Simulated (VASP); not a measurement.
Output of a VASP run:

OSZICAR:
```
       N       E                     dE             d eps       ncg     rms          rms(c)
DAV:   1     0.205732958283E+03    0.20573E+03   -0.13104E+04  3040   0.139E+03
DAV:   2    -0.391201442403E+01   -0.20964E+03   -0.20772E+03  3872   0.398E+02
DAV:   3    -0.175441042923E+02   -0.13632E+02   -0.13547E+02  5800   0.749E+01
DAV:   4    -0.177878489753E+02   -0.24374E+00   -0.24374E+00  3328   0.113E+01
DAV:   5    -0.177951807305E+02   -0.73318E-02   -0.73317E-02  4872   0.128E+00    0.131E+01
DAV:   6    -0.171406961087E+02    0.65448E+00   -0.10558E+00  3152   0.888E+00    0.498E+00
DAV:   7    -0.170098365028E+02    0.13086E+00   -0.66527E-01  4320   0.611E+00    0.114E+00
DAV:   8    -0.170149722746E+02   -0.51358E-02   -0.40785E-02  4000   0.164E+00    0.302E-01
DAV:   9    -0.170151931693E+02   -0.22089E-03   -0.23846E-03  3608   0.511E-01    0.367E-02
DAV:  10    -0.170151410324E+02    0.52137E-04   -0.66833E-05  4464   0.545E-02    0.247E-02
DAV:  11    -0.170151404756E+02    0.55675E-06   -0.12456E-05  3352   0.449E-02    0.424E-03
DAV:  12    -0.170151405494E+02   -0.73726E-07   -0.50204E-07  3920   0.519E-03
   1 F= -.17015141E+02 E0= -.17015475E+02  d E =0.100431E-02
```

OUTCAR:
```
------------------------ aborting loop because EDIFF is reached ----------------------------------------
  FORCE on cell =-STRESS in cart. coord.  units (eV):
  Direction    XX          YY          ZZ          XY          YZ          ZX
  --------------------------------------------------------------------------------------
  Total       -1.0741586     -1.0741586     -1.2145065     -0.0000000      0.0000000      0.0000000
  in kB      -35.2349979    -35.2349966    -39.8387462     -0.0000000      0.0000000      0.0000000
  external PRESSURE =     -36.7695802 kB  Pullay stress =       0.0000000 kB
  volume of cell :       48.84
      direct lattice vectors                 reciprocal lattice vectors
     1.638663039 -2.838247584  0.000000000     0.305126794 -0.176165040  0.000000000
     1.638663039  2.838247584  0.000000000     0.305126794  0.176165040  0.000000000
     0.000000000  0.000000000  5.250913099     0.000000000  0.000000000  0.190443068
 POSITION                                       TOTAL-FORCE (eV/Angst)
 -----------------------------------------------------------------------------------
      1.63866      0.94608      1.31273         0.000000     -0.000000      0.000000
      1.63866     -0.94608      3.93818        -0.000000      0.000000      0.000000
 -----------------------------------------------------------------------------------
    total drift:                               -0.000155      0.001146     -0.000020
  FREE ENERGIE OF THE ION-ELECTRON SYSTEM (eV)
  ---------------------------------------------------
  free  energy   TOTEN  =       -17.0151405494 eV

  energy  without entropy=      -17.0161448573  energy(sigma->0) =      -17.01547532
```
(Selected blocks of OUTCAR.)

### POSCAR
```
Zr
1
    1.6386630386    -2.8382475843     0.0000000000
    1.6386630386     2.8382475843     0.0000000000
    0.0000000000     0.0000000000     5.2509130986
Zr
2
Direct
  0.3333330000   0.6666670000   0.2500000000
  0.6666670000   0.3333330000   0.7500000000
```

**Question.** Write an INCAR and KPOINTS that could have produced this output.

**Answer.** One answer among several that fit: the input of the run itself, PBE GGA, plane waves, VASP's PBE PAW potentials (set 64).

INCAR:
```
# general
SYSTEM  = Zr
PREC    = Accurate
ENCUT   = 480
LREAL   = .FALSE.
LASPH   = .TRUE.

# electronic loop
EDIFF   = 1E-7
NELM    = 100
ALGO    = Normal
LMAXMIX = 4

# smearing
ISMEAR  = 1
SIGMA   = 0.1

# functional
GGA     = PE

# ions
ISIF    = 2

# output
LWAVE   = .FALSE.
LCHARG  = .FALSE.
```

KPOINTS:
```
Automatic mesh
0
Gamma
12 12 8
0 0 0
```

POTCAR, in this order: Zr_sv (PBE.64 set). Program: vasp_std.

The compound is Zr in the hcp structure. This cell was strained or had an atom moved on purpose.
